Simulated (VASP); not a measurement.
Calculation: PBEsol GGA, VASP's PBE PAW potentials (set 64) (plane waves; VASP).

VASP input:

INCAR:
```
PREC=Accurate
GGA=PS   # PBEsol
LREAL=.FALSE.
ISMEAR=1   # Methfessel-Paxton
LCHARG=.FALSE.
EDIFFG=-0.01
NSW=60
NELM=100   # most electronic steps
LWAVE=.FALSE.
SYSTEM=Re
EDIFF=1E-6   # SCF stop (eV)
SIGMA=0.1
ISIF=3
LMAXMIX=6   # l cut-off of mixed one-centre charges
ALGO=Normal   # blocked Davidson
LASPH=.TRUE.   # aspherical one-centre terms
ENCUT=400   # plane-wave cut-off (eV)
IBRION=2
```

KPOINTS:
```
Regular mesh
0
Gamma
 13 13 13
```

### POSCAR
```
Re
1
    2.5441310000     0.0000000000     0.0000000000
    0.0000000000     2.5441310000     0.0000000000
    0.0000000000     0.0000000000     2.5441310000
Re
1
Direct
  0.0000000000   0.0000000000   0.0000000000
```

POTCAR, in this order: Re (PBE.64 set). Program: vasp_std.

What VASP printed:

OUTCAR:
```
 ion  position               nearest neighbor table
   1  0.000  0.000  0.000-
  LATTYP: Found a simple cubic cell.
 ALAT       =     2.5441310000
 Subroutine PRICEL returns:
 Original cell was already a primitive cell.
 Subroutine GETGRP returns: Found 48 space group operations
The static configuration has the point symmetry O_h .
The dynamic configuration has the point symmetry O_h .
 Subroutine INISYM returns: Found 48 space group operations
 Subroutine IBZKPT returns following result:
 Found     84 irreducible k-points:

 Following reciprocal coordinates:
            Coordinates               Weight
  0.000000  0.000000  0.000000      1.000000
  0.076923  0.000000  0.000000      6.000000
  0.153846  0.000000  0.000000      6.000000
  0.230769  0.000000  0.000000      6.000000
  0.307692  0.000000  0.000000      6.000000
  0.384615  0.000000  0.000000      6.000000
  0.461538  0.000000  0.000000      6.000000
  0.076923  0.076923  0.000000     12.000000
  0.153846  0.076923  0.000000     24.000000
  0.230769  0.076923  0.000000     24.000000
  0.307692  0.076923  0.000000     24.000000
  0.384615  0.076923  0.000000     24.000000
  0.461538  0.076923  0.000000     24.000000
  0.153846  0.153846  0.000000     12.000000
  0.230769  0.153846  0.000000     24.000000
  0.307692  0.153846  0.000000     24.000000
  0.384615  0.153846  0.000000     24.000000
  0.461538  0.153846  0.000000     24.000000
  0.230769  0.230769  0.000000     12.000000
  0.307692  0.230769  0.000000     24.000000
  0.384615  0.230769  0.000000     24.000000
  0.461538  0.230769  0.000000     24.000000
  0.307692  0.307692  0.000000     12.000000
  0.384615  0.307692  0.000000     24.000000
  0.461538  0.307692  0.000000     24.000000
  0.384615  0.384615  0.000000     12.000000
  0.461538  0.384615  0.000000     24.000000
  0.461538  0.461538  0.000000     12.000000
  0.076923  0.076923  0.076923      8.000000
  0.153846  0.076923  0.076923     24.000000
  0.230769  0.076923  0.076923     24.000000
  0.307692  0.076923  0.076923     24.000000
  0.384615  0.076923  0.076923     24.000000
  0.461538  0.076923  0.076923     24.000000
  0.153846  0.153846  0.076923     24.000000
  0.230769  0.153846  0.076923     48.000000
  0.307692  0.153846  0.076923     48.000000
  0.384615  0.153846  0.076923     48.000000
  0.461538  0.153846  0.076923     48.000000
  0.230769  0.230769  0.076923     24.000000
   k-points           NKPTS =     84   k-points in BZ     NKDIM =     84   number of bands    NBANDS=      7
   number of dos      NEDOS =    301   number of ions     NIONS =      1
   total plane-waves  NPLWV =   5832
   dimension x,y,z NGX =    18 NGY =   18 NGZ =   18
   dimension x,y,z NGXF=    36 NGYF=   36 NGZF=   36
   ions per type =               1
   PREC   = accura    normal or accurate (medium, high low for compatibility)
   ISTART =      0    job   : 0-new  1-cont  2-samecut
   ICHARG =      2    charge: 1-file 2-atom 10-const
   ISPIN  =      1    spin polarized calculation?
   LNONCOLLINEAR =      F non collinear calculations
   LSORBIT =      F    spin-orbit coupling
   INIWAV =      1    electr: 0-lowe 1-rand  2-diag
   ENCUT  =  400.0 eV  29.40 Ry    5.42 a.u.   4.15  4.15  4.15*2*pi/ulx,y,z
   NELM   =    100;   NELMIN=  2; NELMDL= -5     # of ELM steps
   EDIFF  = 0.1E-05   stopping-criterion for ELM
   LREAL  =      F    real-space projection
   NLSPLINE    = F    spline interpolate recip. space projectors
   LMAXMIX     =    6 max onsite mixed and CHGCAR
   VOSKOWN=      0    Vosko Wilk Nusair interpolation
...
```

OSZICAR:
```
       N       E                     dE             d eps       ncg     rms          rms(c)
DAV:   1    -0.173039534155E+01   -0.17304E+01   -0.29972E+03  1995   0.939E+02
DAV:   2    -0.120856367475E+02   -0.10355E+02   -0.97980E+01  1232   0.846E+01
DAV:   3    -0.124540108003E+02   -0.36837E+00   -0.36631E+00  2135   0.225E+01
DAV:   4    -0.124544550352E+02   -0.44423E-03   -0.44420E-03  1246   0.727E-01
DAV:   5    -0.124544621027E+02   -0.70675E-05   -0.70672E-05  2282   0.197E-01    0.277E+01
DAV:   6    -0.120564795635E+02    0.39798E+00   -0.51566E-01  1862   0.201E+01    0.123E+01
DAV:   7    -0.119312509752E+02    0.12523E+00   -0.33639E-01  1904   0.156E+01    0.512E-01
DAV:   8    -0.119270231785E+02    0.42278E-02   -0.21250E-03  1246   0.104E+00    0.227E-01
DAV:   9    -0.119267732181E+02    0.24996E-03   -0.35698E-04  1484   0.390E-01    0.314E-02
DAV:  10    -0.119267622399E+02    0.10978E-04   -0.22239E-05  1778   0.494E-02    0.263E-03
DAV:  11    -0.119267623166E+02   -0.76634E-07   -0.91740E-08   903   0.626E-03
   1 F= -.11926762E+02 E0= -.11926504E+02  d E =-.119268E+02
       N       E                     dE             d eps       ncg     rms          rms(c)
DAV:   1    -0.119370373567E+02   -0.10275E-01   -0.19232E+00  1218   0.898E+01    0.399E+00
DAV:   2    -0.119204853429E+02    0.16552E-01   -0.34972E-02  1855   0.584E+00    0.129E+00
DAV:   3    -0.119172474366E+02    0.32379E-02   -0.12746E-02  1841   0.369E+00    0.215E-01
DAV:   4    -0.119173878797E+02   -0.14044E-03   -0.19281E-04  1295   0.227E-01    0.473E-02
DAV:   5    -0.119174186181E+02   -0.30738E-04   -0.11635E-04  1596   0.313E-01    0.103E-02
DAV:   6    -0.119174173567E+02    0.12614E-05   -0.51118E-06  1379   0.319E-02    0.931E-04
DAV:   7    -0.119174172940E+02    0.62777E-07   -0.11784E-07   616   0.954E-03
   2 F= -.11917417E+02 E0= -.11917079E+02  d E =0.934502E-02
       N       E                     dE             d eps       ncg     rms          rms(c)
DAV:   1    -0.119391680834E+02   -0.21751E-01   -0.13255E+00  1176   0.789E+01    0.319E+00
DAV:   2    -0.119295984024E+02    0.95697E-02   -0.19695E-02  1848   0.444E+00    0.977E-01
DAV:   3    -0.119276233388E+02    0.19751E-02   -0.73122E-03  1848   0.284E+00    0.193E-01
DAV:   4    -0.119277018629E+02   -0.78524E-04   -0.12800E-04  1316   0.251E-01    0.601E-02
DAV:   5    -0.119277235407E+02   -0.21678E-04   -0.77768E-05  1582   0.261E-01    0.747E-03
DAV:   6    -0.119277219957E+02    0.15450E-05   -0.27429E-06   959   0.231E-02    0.757E-04
DAV:   7    -0.119277220217E+02   -0.26009E-07   -0.12285E-07   595   0.121E-02
   3 F= -.11927722E+02 E0= -.11927436E+02  d E =-.959705E-03
```

File OUTCAR:
```
------------------------ aborting loop because EDIFF is reached ----------------------------------------
  FORCE on cell =-STRESS in cart. coord.  units (eV):
  Direction    XX          YY          ZZ          XY          YZ          ZX
  --------------------------------------------------------------------------------------
  Total       -0.0023203     -0.0023203     -0.0023203      0.0000000     -0.0000000     -0.0000000
  in kB       -0.2239299     -0.2239299     -0.2239299      0.0000000     -0.0000000     -0.0000000
  external PRESSURE =      -0.2239299 kB  Pullay stress =       0.0000000 kB
  volume of cell :       16.60
      direct lattice vectors                 reciprocal lattice vectors
     2.551033316 -0.000000000  0.000000000     0.391998017  0.000000000 -0.000000000
    -0.000000000  2.551033316 -0.000000000     0.000000000  0.391998017  0.000000000
     0.000000000 -0.000000000  2.551033316    -0.000000000  0.000000000  0.391998017
 POSITION                                       TOTAL-FORCE (eV/Angst)
 -----------------------------------------------------------------------------------
      0.00000      0.00000      0.00000        -0.000000     -0.000000      0.000000
 -----------------------------------------------------------------------------------
    total drift:                                0.000000      0.000000     -0.000000
  FREE ENERGIE OF THE ION-ELECTRON SYSTEM (eV)
  ---------------------------------------------------
  free  energy   TOTEN  =       -11.9277220217 eV

  energy  without entropy=      -11.9268636730  energy(sigma->0) =      -11.92743591

 reached required accuracy - stopping structural energy minimisation
```
(Selected blocks of OUTCAR.)

File CONTCAR:
```
Re
   1.00000000000000
     2.5510333156297138   -0.0000000000000000    0.0000000000000000
    -0.0000000000000000    2.5510333156297138   -0.0000000000000000
     0.0000000000000000   -0.0000000000000000    2.5510333156297138
  Re
     1
Direct
     0.0000000000000000    0.0000000000000000    0.0000000000000000
```

File OUTCAR:
```
 val. band max:        6.7642052157   @ k =   0.2308   0.2308   0.1538

 cond. band min:       6.7754768497   @ k =   0.4615   0.4615   0.0769


 Fermi energy:         6.7702180429

 k-point     1 :       0.0000    0.0000    0.0000
  band No.  band energies     occupation
      1      -2.5996      2.00000
      2       1.2931      2.00000
      3       1.2931      2.00000
      4      10.4849      0.00000
      5      10.4849      0.00000
      6      10.4849      0.00000
      7      22.3956      0.00000

 k-point     2 :       0.0769    0.0000    0.0000
  band No.  band energies     occupation
      1      -2.3988      2.00000
      2       1.3429      2.00000
      3       1.5104      2.00000
      4      10.1808      0.00000
      5      10.1808      0.00000
      6      10.5072      0.00000
      7      21.2913      0.00000

 k-point     3 :       0.1538    0.0000    0.0000
  band No.  band energies     occupation
      1      -1.8559      2.00000
      2       1.4837      2.00000
      3       2.1604      2.00000
      4       9.4253      0.00000
      5       9.4253      0.00000
      6      10.5689      0.00000
      7      19.2476      0.00000

 k-point     4 :       0.2308    0.0000    0.0000
  band No.  band energies     occupation
      1      -1.1136      2.00000
      2       1.6902      2.00000
      3       3.1887      2.00000
      4       8.5151     -0.00000
      5       8.5151     -0.00000
      6      10.6572      0.00000
      7      17.3239      0.00000

 k-point     5 :       0.3077    0.0000    0.0000
  band No.  band energies     occupation
      1      -0.3224      2.00000
      2       1.9208      2.00000
      3       4.3724      2.00000
      4       7.6821     -0.00000
      5       7.6821     -0.00000
      6      10.7526      0.00000
      7      15.9449      0.00000

 k-point     6 :       0.3846    0.0000    0.0000
  band No.  band energies     occupation
      1       0.3788      2.00000
...
```

Unless said otherwise, spin-orbit coupling is left out, though it shifts the bands of the heavy elements here.

The structure was generated: Re was put into the simple-cubic type (Pm-3m), which need not be its known phase. This run relaxes it. Symmetry was kept, so distortions that lower it aren't found.
